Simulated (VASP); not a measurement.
Calculation: PBEsol GGA, VASP's PBE PAW potentials (set 64) (plane waves; VASP).

VASP input:

File POSCAR:
```
YN
1
    2.9576778689     0.0000000000    -0.0000000000
   -0.0000000000     2.9576778689    -0.0000000000
    0.0000000000    -0.0000000000     2.9576778689
Y N
1 1
Direct
  0.0000000000   0.0000000000   0.0000000000
  0.5000000000   0.5000000000   0.5000000000
```

INCAR:
```
SYSTEM=YN
LREAL=.FALSE.
NELM=100   ! most electronic steps
ISIF=2
LMAXMIX=4   ! l cut-off of mixed one-centre charges
LORBIT=11
ISMEAR=-5
LCHARG=.TRUE.
PREC=Accurate
LWAVE=.FALSE.
ALGO=Normal   ! blocked Davidson
ENCUT=520
NEDOS=601
GGA=PS   ! PBEsol
EDIFF=1E-7   ! SCF stop (eV)
LASPH=.TRUE.   ! aspherical one-centre terms
```

**KPOINTS**
```
kpoints
0
gamma
14 14 14
```

POTCAR, in this order: Y_sv N (PBE.64 set). Program: vasp_std.

What will the output report for the number of irreducible k-points (NKPTS), number of bands (NBANDS), largest plane-wave count, number of space-group operations, FFT grid (NGX, NGY, NGZ)?

number of irreducible k-points (NKPTS): 120
number of bands (NBANDS): 12
largest plane-wave count: 739
number of space-group operations: 48
FFT grid (NGX, NGY, NGZ): 24 × 24 × 24

The structure was generated: YN was put into the CsCl type type (Pm-3m), which need not be its known phase. It was relaxed first, which changed the volume by -34 %.
